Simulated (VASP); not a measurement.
Here is the system:

```
CELL_PARAMETERS angstrom
      0.00000     2.38882     2.38882
      2.38882     0.00000     2.38882
      2.38882     2.38882     0.00000
ATOMIC_POSITIONS crystal
  B  0.25000 0.25000 0.25000
  As 0.00000 0.00000 0.00000
```

Calculation: PBEsol GGA, VASP's PBE PAW potentials (set 64) (plane waves; VASP). Settings: 520 eV cut-off, 17×17×17 Γ-centred mesh, Gaussian smearing of 0.010 eV, potentials B As.

Problem. Estimate the energy per atom (σ→0).

Solution. 
The energy per atom (σ→0) is -6.102 eV/atom.

The absolute energy has meaning only against runs of the same code, potentials and settings.

The structure comes from a computed database's BAs entry (F-43m); how it stands against other phases isn't given here. It was relaxed first.
